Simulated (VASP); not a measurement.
# SnSe2: the relaxed cell at several levels, part 3 of 3

How close do the usual functionals, with and without dispersion, come to the cell of SnSe2? LASPH is on for some levels and off for others; the table marks which. The start is a cell from a database of measured crystal structures.

VASP 6.6.1, plane waves and PAW; the level of theory is named at each step.

So far. Step 4 (Relaxation with PBE): It ends at 30.22 Å³/atom, +17.5 % from the start, with 0.00 GPa left. The conventional cell has a = 3.877 and c = 6.963 Å. That is far more than a functional's usual error. Step 5 (Relaxation with r2SCAN): It ends at 27.91 Å³/atom, +8.5 % from the start, with 0.00 GPa left. The conventional cell has a = 3.845 and c = 6.538 Å.

### Step 6. Relaxation with PBE + D3(BJ)

This step: PBE with D3(BJ); plane waves and PAW (Sn_d, Se) (VASP 6.6.1).

A dispersion term adds the long-range attraction that semilocal functionals lack. D3 with Becke-Johnson damping keeps a finite attraction at short range.

Input file INCAR:

```
SYSTEM = SnSe2
PREC = Accurate
ENCUT = 520
EDIFF = 1E-06
NELM = 100
ISMEAR = -1
SIGMA = 0.05
LREAL = .FALSE.
ALGO = Normal
GGA = PE
IVDW = 12
NBANDS = 19
LORBIT = 11
LWAVE = .FALSE.
LCHARG = .FALSE.
KPAR = 4
IBRION = 2
NSW = 60
ISIF = 3
EDIFFG = -0.01
```

Input file POSCAR:

```
SnSe2
1.0
    3.8110000000      0.0000000000      0.0000000000
   -1.9055000000      3.3004228138      0.0000000000
    0.0000000000      0.0000000000      6.1360000000
Sn Se
1 2
Direct
    0.0000000000      0.0000000000      0.0000000000
    0.3333333333      0.6666666667      0.2490000000
    0.6666666667      0.3333333333      0.7510000000
```

Input file KPOINTS:

```
Automatic mesh
0
Gamma
6 6 3
0 0 0
```

Potentials, in the order of the species: Sn_d and Se (PBE family, release 64).

Launch:

```
mpirun -np 4 vasp_std
```

Output:

```text
[... set-up lines as in an earlier step ...]
 entering main loop
       N       E                     dE             d eps       ncg     rms          rms(c)
[... 13 cycles as in an earlier step ...]
   1 F= -.12810913E+02 E0= -.12810890E+02  d E =-.128109E+02
[... from here on, the cycles between the ionic steps are left out ...]
   2 F= -.12829389E+02 E0= -.12829239E+02  d E =-.184756E-01
   3 F= -.12861957E+02 E0= -.12861899E+02  d E =-.510441E-01
   4 F= -.12861957E+02 E0= -.12861900E+02  d E =-.510439E-01
   5 F= -.12864994E+02 E0= -.12864926E+02  d E =-.303641E-02
   6 F= -.12866247E+02 E0= -.12866164E+02  d E =-.428923E-02
   7 F= -.12866322E+02 E0= -.12866234E+02  d E =-.436427E-02
   8 F= -.12867407E+02 E0= -.12867316E+02  d E =-.108570E-02
   9 F= -.12869762E+02 E0= -.12869655E+02  d E =-.344038E-02
  10 F= -.12870244E+02 E0= -.12870061E+02  d E =-.392244E-02
  11 F= -.12870767E+02 E0= -.12870629E+02  d E =-.444562E-02
  12 F= -.12871392E+02 E0= -.12871252E+02  d E =-.624724E-03
  13 F= -.12871775E+02 E0= -.12871629E+02  d E =-.100756E-02
  14 F= -.12871777E+02 E0= -.12871631E+02  d E =-.101001E-02
[...]
reached required accuracy - stopping structural energy minimisation
```

The job ended after 69 s (4 MPI ranks of AMD EPYC 7R43, shared host; peak memory 0.72 GiB; 4.5 min of CPU time).

From OUTCAR (step 6):

```text
 Edisp (eV)   -1.07769

 Edisp (eV)   -1.07830

  Total       0.01710     0.01710    -0.00839     0.00000     0.00000     0.00000
  in kB       0.35300     0.35300    -0.17318     0.00000     0.00000     0.00000
  external pressure =        0.18 kB  Pullay stress =        0.00 kB

 POSITION                                       TOTAL-FORCE (eV/Angst)
 -----------------------------------------------------------------------------------
      0.00000      0.00000      0.00000         0.000000      0.000000      0.000000
     -0.00000      2.21658      1.59308         0.000000     -0.000000     -0.007223
      1.91962      1.10829      4.48764        -0.000000      0.000000      0.007223
 -----------------------------------------------------------------------------------
    total drift:                               -0.000000      0.000000      0.000000

  FREE ENERGIE OF THE ION-ELECTRON SYSTEM (eV)
  ---------------------------------------------------
  free  energy   TOTEN  =       -12.8717772004 eV

  energy  without entropy=      -12.8714849687  energy(sigma->0) =      -12.87163108

[... 2 parts as in an earlier step ...]

[... 2 further parts left out ...]
[key lines of the parts left out:]
E-fermi :   4.4647
```

It ends at 25.87 Å³/atom, +0.6 % from the start, with 0.02 GPa left. The conventional cell has a = 3.839 and c = 6.081 Å. Against plain PBE, the dispersion term moves a by -1.0 % and c by -12.7 %.

### Step 7. Relaxation with r2SCAN + rVV10

This step: r2SCAN with rVV10; plane waves and PAW (Sn_d, Se) (VASP 6.6.1).

LUSE_VDW switches on a nonlocal correlation term for dispersion.

INCAR, as its differences from that of step 6:

```diff
@@ -9,4 +9,8 @@
 ALGO = Normal
-GGA = PE
-IVDW = 12
+METAGGA = R2SCAN
+LUSE_VDW = .TRUE.
+IVDW_NL = 2
+BPARAM = 11.95
+CPARAM = 0.0093
+LASPH = .TRUE.
 NBANDS = 19
```

POSCAR is that of step 6.

KPOINTS is that of step 6.

Launch:

```
mpirun -np 4 vasp_std
```

Output:

```text
[banner, memory and clock lines left out]
running    4 mpi-ranks, on    1 nodes
[...]
|                                                                             |
|               ----> ADVICE to this user running VASP <----                  |
|                                                                             |
|     You have switched on vdW-DFT.                                           |
|     This routine was written and supplied by Jiri Klimes. We recommend      |
|     that you carefully read and cite the following publications:            |
|       J. Klimes, D.R. Bowler, A. Michelides                                 |
|          J. Phys.: Cond Matt. 22 022201 (2010)                              |
|       J. Klimes, D.R. Bowler, A. Michelides                                 |
|          Phys. Rev. B. 83, 195131 (2011)                                    |
|     and references therein.                                                 |
|                                                                             |

[...]
Total rVV10 correction in eV:      0.6416315    29.3807395
Total rVV10 correction in eV:      0.6416315    29.3807395
Total rVV10 correction in eV:      0.6416315    29.3807395
Total rVV10 correction in eV:      0.6416315    29.3807395
DAV:  13    -0.539290176638E+02   -0.26763E-06   -0.61194E-07   404   0.559E-03
Total rVV10 correction in eV:      0.6416353    29.3807395
Total rVV10 correction in eV:      0.6416353    29.3807395
Total rVV10 correction in eV:      0.6416353    29.3807395
Total rVV10 correction in eV:      0.6416353    29.3807395
Total rVV10 correction in eV:      0.6416369    29.3807395
Total rVV10 correction in eV:      0.6416369    29.3807395
Total rVV10 correction in eV:      0.6416369    29.3807395
Total rVV10 correction in eV:      0.6416369    29.3807395
   1 F= -.53929018E+02 E0= -.53929016E+02  d E =-.539290E+02
[... from here on, the cycles between the ionic steps are left out ...]
   2 F= -.53933243E+02 E0= -.53933233E+02  d E =-.422504E-02
   3 F= -.53961602E+02 E0= -.53961598E+02  d E =-.325838E-01
   4 F= -.53961600E+02 E0= -.53961596E+02  d E =-.325822E-01
   5 F= -.53962833E+02 E0= -.53962829E+02  d E =-.123323E-02
   6 F= -.53963017E+02 E0= -.53963013E+02  d E =-.141745E-02
[...]
reached required accuracy - stopping structural energy minimisation
```

Run time: 6.2 min. Hardware: 4 MPI ranks; peak memory 1.3 GiB.

From OUTCAR (step 7):

```text
  Total        0.0112596      0.0112596      0.0191427      0.0000000      0.0000000      0.0000000
  in kB        0.2268981      0.2268981      0.3857553      0.0000000      0.0000000      0.0000000
  external PRESSURE =       0.2798505 kB  Pullay stress =       0.0000000 kB

 POSITION                                       TOTAL-FORCE (eV/Angst)
 -----------------------------------------------------------------------------------
      0.00000      0.00000      0.00000        -0.000000     -0.000000      0.000000
     -0.00000      2.21159      1.57576        -0.000000      0.000000     -0.002624
      1.91529      1.10579      4.68087         0.000000     -0.000000      0.002624
 -----------------------------------------------------------------------------------
    total drift:                                0.000000      0.000000     -0.000000

  FREE ENERGIE OF THE ION-ELECTRON SYSTEM (eV)
  ---------------------------------------------------
  free  energy   TOTEN  =       -53.9630172864 eV

  energy  without entropy=      -53.9630085763  energy(sigma->0) =      -53.96301293

[... 2 parts as in an earlier step ...]

[... 2 further parts left out ...]
[key lines of the parts left out:]
E-fermi :   4.0131
```

It ends at 26.50 Å³/atom, +3.0 % from the start, with 0.03 GPa left. The conventional cell has a = 3.831 and c = 6.257 Å. Against plain r2SCAN, the dispersion term moves a by -0.4 % and c by -4.3 %.

### Step 8. Relaxation with AM05

This step: AM05; plane waves and PAW (Sn_d, Se) (VASP 6.6.1).

AM05 is built from the electron gas and the surface model, and does well on lattice constants.

INCAR, as its differences from that of step 7:

```diff
@@ -9,8 +9,3 @@
 ALGO = Normal
-METAGGA = R2SCAN
-LUSE_VDW = .TRUE.
-IVDW_NL = 2
-BPARAM = 11.95
-CPARAM = 0.0093
-LASPH = .TRUE.
+GGA = AM
 NBANDS = 19
```

POSCAR is that of step 7.

KPOINTS is that of step 7.

Launch:

```
mpirun -np 4 vasp_std
```

Output:

```text
[... set-up lines as in an earlier step ...]
 entering main loop
       N       E                     dE             d eps       ncg     rms          rms(c)
DAV:   1     0.210931684073E+03    0.21093E+03   -0.12276E+04   664   0.157E+03
DAV:   2     0.125156567420E+02   -0.19842E+03   -0.19208E+03   673   0.398E+02
DAV:   3    -0.115631951821E+02   -0.24079E+02   -0.23636E+02   789   0.121E+02
DAV:   4    -0.124262254666E+02   -0.86303E+00   -0.86078E+00   771   0.239E+01
[...]
DAV:  12    -0.121626089755E+02   -0.15736E-05   -0.22841E-06   736   0.117E-02    0.566E-03
DAV:  13    -0.121626106365E+02   -0.16610E-05   -0.41546E-06   652   0.121E-02    0.243E-03
DAV:  14    -0.121626106896E+02   -0.53094E-07   -0.72216E-08   446   0.203E-03
   1 F= -.12162611E+02 E0= -.12162579E+02  d E =-.121626E+02
[... from here on, the cycles between the ionic steps are left out ...]
   2 F= -.12176940E+02 E0= -.12176815E+02  d E =-.143296E-01
   3 F= -.12198339E+02 E0= -.12198278E+02  d E =-.357283E-01
   5 F= -.12202359E+02 E0= -.12202271E+02  d E =-.402046E-02
   7 F= -.12206918E+02 E0= -.12206850E+02  d E =-.455834E-02
   9 F= -.12208243E+02 E0= -.12208191E+02  d E =-.588371E-02
  11 F= -.12209638E+02 E0= -.12209587E+02  d E =-.139513E-02
  13 F= -.12214295E+02 E0= -.12214246E+02  d E =-.605190E-02
  15 F= -.12217668E+02 E0= -.12217625E+02  d E =-.942512E-02
  17 F= -.12218408E+02 E0= -.12218365E+02  d E =-.724762E-03
  19 F= -.12219706E+02 E0= -.12219664E+02  d E =-.202260E-02
  21 F= -.12220764E+02 E0= -.12220719E+02  d E =-.486506E-03
  23 F= -.12221151E+02 E0= -.12221104E+02  d E =-.180816E-03
  25 F= -.12221315E+02 E0= -.12221272E+02  d E =-.345497E-03
  26 F= -.12221409E+02 E0= -.12221370E+02  d E =-.941420E-04
  27 F= -.12221410E+02 E0= -.12221370E+02  d E =-.951217E-04
[...]
reached required accuracy - stopping structural energy minimisation
```

Wall time 3.9 min (4 MPI ranks); peak memory 0.76 GiB.

From OUTCAR (step 8):

```text
  Total       -0.0281999     -0.0281999      0.0185011     -0.0000000     -0.0000000      0.0000000
  in kB       -0.4886937     -0.4886937      0.3206175     -0.0000000     -0.0000000      0.0000000
  external PRESSURE =      -0.2189233 kB  Pullay stress =       0.0000000 kB

 POSITION                                       TOTAL-FORCE (eV/Angst)
 -----------------------------------------------------------------------------------
      0.00000      0.00000      0.00000        -0.000000     -0.000000      0.000000
     -0.00000      2.20571      1.57920         0.000000     -0.000000      0.001623
      1.91020      1.10285      5.73511        -0.000000      0.000000     -0.001623
 -----------------------------------------------------------------------------------
    total drift:                               -0.000000      0.000000      0.000000

  FREE ENERGIE OF THE ION-ELECTRON SYSTEM (eV)
  ---------------------------------------------------
  free  energy   TOTEN  =       -12.2214103866 eV

  energy  without entropy=      -12.2213299878  energy(sigma->0) =      -12.22137019

[... 2 parts as in an earlier step ...]

[... 2 further parts left out ...]
[key lines of the parts left out:]
E-fermi :   2.7709
```

The bonds form layers, held to each other by dispersion, which AM05 lacks, so the spacing between them is unreliable.

It ends at 30.82 Å³/atom, +19.8 % from the start, with -0.02 GPa left. The conventional cell has a = 3.820 and c = 7.314 Å. That is far more than a functional's usual error.

### Step 9. Relaxation with vdW-DF-cx

This step: vdW-DF-cx; plane waves and PAW (Sn_d, Se) (VASP 6.6.1).

vdW-DF-cx takes its exchange from the same plasmon model as its correlation.

INCAR, as its differences from that of step 8:

```diff
@@ -9,3 +9,6 @@
 ALGO = Normal
-GGA = AM
+GGA = CX
+AGGAC = 0
+LUSE_VDW = .TRUE.
+LASPH = .TRUE.
 NBANDS = 19
```

POSCAR is that of step 8.

KPOINTS is that of step 8.

Launch:

```
mpirun -np 4 vasp_std
```

Output:

```text
[banner, memory and clock lines left out]
running    4 mpi-ranks, on    1 nodes
[...]
[... a notice as in an earlier step ...]

 [... a notice as in an earlier step ...]

 LDA part: xc-table for (Slater+PW92), standard interpolation
 POSCAR, INCAR and KPOINTS ok, starting setup
[...]
entering main loop
       N       E                     dE             d eps       ncg     rms          rms(c)
DAV:   1     0.217448243106E+03    0.21745E+03   -0.12274E+04   664   0.157E+03
DAV:   2     0.189902973128E+02   -0.19846E+03   -0.19212E+03   673   0.398E+02
DAV:   3    -0.510829740841E+01   -0.24099E+02   -0.23659E+02   789   0.121E+02
DAV:   4    -0.597181061354E+01   -0.86351E+00   -0.86128E+00   771   0.239E+01
[...]
DAV:  10    -0.572292359182E+01   -0.13205E-04   -0.10918E-04   860   0.756E-02    0.336E-02
DAV:  11    -0.572295578912E+01   -0.32197E-04   -0.43020E-05   691   0.387E-02    0.600E-03
DAV:  12    -0.572295667879E+01   -0.88966E-06   -0.20226E-06   688   0.113E-02
   1 F= -.57229567E+01 E0= -.57229170E+01  d E =-.572296E+01
[... from here on, the cycles between the ionic steps are left out ...]
   2 F= -.57417499E+01 E0= -.57415025E+01  d E =-.187932E-01
   3 F= -.57739151E+01 E0= -.57738176E+01  d E =-.509584E-01
   4 F= -.57739147E+01 E0= -.57738193E+01  d E =-.509580E-01
   5 F= -.57770558E+01 E0= -.57769405E+01  d E =-.314105E-02
   6 F= -.57779894E+01 E0= -.57778498E+01  d E =-.407471E-02
   7 F= -.57780231E+01 E0= -.57778767E+01  d E =-.410837E-02
   8 F= -.57784906E+01 E0= -.57783403E+01  d E =-.467480E-03
   9 F= -.57795503E+01 E0= -.57793865E+01  d E =-.152722E-02
  10 F= -.57801460E+01 E0= -.57799429E+01  d E =-.212290E-02
  11 F= -.57802753E+01 E0= -.57800716E+01  d E =-.129274E-03
  12 F= -.57806001E+01 E0= -.57803934E+01  d E =-.454124E-03
  13 F= -.57809584E+01 E0= -.57807426E+01  d E =-.812381E-03
  14 F= -.57809878E+01 E0= -.57807666E+01  d E =-.841809E-03
  15 F= -.57810442E+01 E0= -.57808273E+01  d E =-.563784E-04
  16 F= -.57811566E+01 E0= -.57809522E+01  d E =-.168823E-03
  17 F= -.57811227E+01 E0= -.57809407E+01  d E =-.134938E-03
  18 F= -.57811847E+01 E0= -.57809893E+01  d E =-.196908E-03
[...]
reached required accuracy - stopping structural energy minimisation
```

Run time: 10 min. Hardware: 4 MPI ranks; peak memory 1.6 GiB.

Parts of OUTCAR (step 9):

```text
  Total        0.0201087      0.0201087      0.0144132      0.0000000     -0.0000000      0.0000000
  in kB        0.4128943      0.4128943      0.2959469      0.0000000     -0.0000000      0.0000000
  external PRESSURE =       0.3739118 kB  Pullay stress =       0.0000000 kB

 POSITION                                       TOTAL-FORCE (eV/Angst)
 -----------------------------------------------------------------------------------
      0.00000      0.00000      0.00000        -0.000000      0.000000     -0.000000
     -0.00000      2.21352      1.59532        -0.000000      0.000000     -0.000980
      1.91697      1.10676      4.53435         0.000000     -0.000000      0.000980
 -----------------------------------------------------------------------------------
    total drift:                                0.000000      0.000000     -0.000000

  FREE ENERGIE OF THE ION-ELECTRON SYSTEM (eV)
  ---------------------------------------------------
  free  energy   TOTEN  =        -5.7811846977 eV

  energy  without entropy=       -5.7807939951  energy(sigma->0) =       -5.78098935

[... 2 parts as in an earlier step ...]

[... 2 further parts left out ...]
[key lines of the parts left out:]
E-fermi :   4.2769
```

It ends at 26.01 Å³/atom, +1.1 % from the start, with 0.04 GPa left. The conventional cell has a = 3.834 and c = 6.130 Å.

### Step 10. The cells as a table

This step: relaxed cells at several levels; plane waves and PAW (VASP 6.6.1).

This step runs nothing: it gathers the runs above.

Lengths are those of the conventional cell; cost is the wall time of each run, as given at its step, times its ranks, without the set-up around it; LASPH differs between rows, which moves results and costs too. Results by level, by row:

| level | volume (Å³/atom) | change from the start (%) | a (Å) | c (Å) | cost (core minutes) | LASPH |
| --- | --- | --- | --- | --- | --- | --- |
| LDA | 25.04 | -2.7 | 3.804 | 5.992 | 6.53 | off |
| PBEsol | 26.41 | 2.7 | 3.819 | 6.272 | 3.8 | off |
| PBE | 30.22 | 17.5 | 3.877 | 6.963 | 8.07 | off |
| r2SCAN | 27.91 | 8.5 | 3.845 | 6.538 | 21.1 | on |
| PBE + D3(BJ) | 25.87 | 0.6 | 3.839 | 6.081 | 4.6 | off |
| r2SCAN + rVV10 | 26.5 | 3 | 3.831 | 6.257 | 24.8 | on |
| AM05 | 30.82 | 19.8 | 3.82 | 7.314 | 15.7 | off |
| vdW-DF-cx | 26.01 | 1.1 | 3.834 | 6.13 | 40.4 | on |

### Step 11. What came out

```
volume, LDA            : 25.04 Å³/atom
volume, PBEsol         : 26.41 Å³/atom
volume, PBE            : 30.22 Å³/atom
volume, r2SCAN         : 27.91 Å³/atom
volume, PBE + D3(BJ)   : 25.87 Å³/atom
volume, r2SCAN + rVV10 : 26.50 Å³/atom
volume, AM05           : 30.82 Å³/atom
volume, vdW-DF-cx      : 26.01 Å³/atom
```

For SnSe2 the levels give volumes between 25.04 Å³/atom (LDA) and 30.82 Å³/atom (AM05), a spread of 23.1 %, while the cost of the finished runs spans a factor of 11. Within 1 % of experiment on every length: PBE + D3(BJ) and vdW-DF-cx. The nearest, vdW-DF-cx, took 8.8 times the core time of PBE + D3(BJ) and lowers the largest miss from 0.85 to 0.62 %. Thermal and zero-point expansion, often some tenths of a per cent in length, bear on this order: with the measured lengths lowered by an assumed 0.4 % the nearest is still vdW-DF-cx. The costs hold the number of ionic steps as well as the price of the functional. The closing table has room for seven levels; r2SCAN + rVV10 stands in the table of levels alone. Adding D3(BJ) to PBE changes the volume by -14.4 % (a by -1.0 % and c by -12.7 %). Adding rVV10 to r2SCAN changes the volume by -5.0 % (a by -0.4 % and c by -4.3 %). The bonds form layers, and the correction acts mostly on one axis: the spacing that dispersion holds. Within 0.02 Å all end in space group P-3m1; the runs can't lower the symmetry of the start. LASPH is on for some levels and off for others, so differences between them are not the functional's alone. Each is a single relaxation on the plane waves of the start cell, so larger changes of volume carry a basis-set error that was not tested here.

Computed beside measured:

| quantity | measured | LDA | PBEsol | PBE | r2SCAN | PBE + D3(BJ) | AM05 | vdW-DF-cx |
| --- | --- | --- | --- | --- | --- | --- | --- | --- |
| lattice constant a (Å) | 3.81043 | 3.804 (-0.2 %) | 3.819 (+0.2 %) | 3.877 (+1.8 %) | 3.845 (+0.9 %) | 3.839 (+0.8 %) | 3.820 (+0.3 %) | 3.834 (+0.6 %) |
| lattice constant c (Å) | 6.13279 | 5.992 (-2.3 %) | 6.272 (+2.3 %) | 6.963 (+13.5 %) | 6.538 (+6.6 %) | 6.081 (-0.8 %) | 7.314 (+19.3 %) | 6.130 (-0.1 %) |

Measured values from pmc:4726434 (2016).

How well it matches: For the lattice constant a, of the levels listed nearest comes LDA (-0.2 %, good agreement) and farthest PBE (+1.8 %, a clear miss). For the lattice constant c, of the levels listed nearest comes vdW-DF-cx (-0.1 %, good agreement) and farthest AM05 (+19.3 %, a clear miss). The grades are ours: good and fair within 0.7 and 1.5 % for the lattice constant a and 0.8 and 2 % for the lattice constant c. Zero-point motion and thermal expansion are not in the computed lattice constants.

[Lines on the potential files, build, host, timing and source positions are cut from VASP's logs without a mark.]

[Logs are printed without paths, hosts, clocks, repeated set-up lines and the standing remarks that a program may print on its own settings, such as how far it seeks lower states.]

[Hosts, paths, dates, database ids (printed as entryN), source tags and the programs' standing remarks are cut or masked in the printed files.]

[A measured line is paired with the nearest computed mode of its activity, which favours agreement.]
